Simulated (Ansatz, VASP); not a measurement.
**MgC3N3 in VASP and in Ansatz**

```
CELL_PARAMETERS angstrom
0.00000 5.22500 5.22500
5.22500 0.00000 5.22500
5.22500 5.22500 0.00000
ATOMIC_POSITIONS crystal
Mg 0.00000 0.00000 0.00000
Mg 0.50000 0.50000 0.50000
C 0.81053 0.18947 0.18947
C 0.18947 0.81053 0.18947
C 0.18947 0.18947 0.81053
C 0.18947 0.81053 0.81053
C 0.81053 0.18947 0.81053
C 0.81053 0.81053 0.18947
N 0.69856 0.30144 0.30144
N 0.30144 0.69856 0.30144
N 0.30144 0.30144 0.69856
N 0.30144 0.69856 0.69856
N 0.69856 0.30144 0.69856
N 0.69856 0.69856 0.30144
```

Alike in both runs: task single point; functional PBE; k mesh 4 × 4 × 4; occupations gaussian, width 0.1 eV; no spin polarisation.

|  | VASP | Ansatz |
| --- | --- | --- |
| version | VASP 6.6.1 | Ansatz 0.2.0 |
| potentials or method | VASP PAW PBE potentials, release 64 (Mg, C, N) | scalar-relativistic, plane waves, PAW |
| plane-wave cutoff (eV) | 520 | 420 |
| valence electrons in the cell | 58 | 74 |

```tsv
	VASP	Ansatz	Ansatz less VASP
gap on the k mesh at the Fermi level (eV)	none	none	-
pressure (GPa)	7.5	7.1	-0.42
rms of the force components (eV/Å)	0.997	1.171	+0.1736
```

Atom by atom the forces differ by 0.206 eV/Å (rms over components). A gap of «none» marks a metal or a gap that the smearing closes. The two sets of potentials don't hold the same shells in valence.

Caveats: the standard files for N, O and F lose accuracy on very short bonds; forces of over 1 eV/Å show positions far from the minimum, so gaps and moduli don't describe the material at rest.
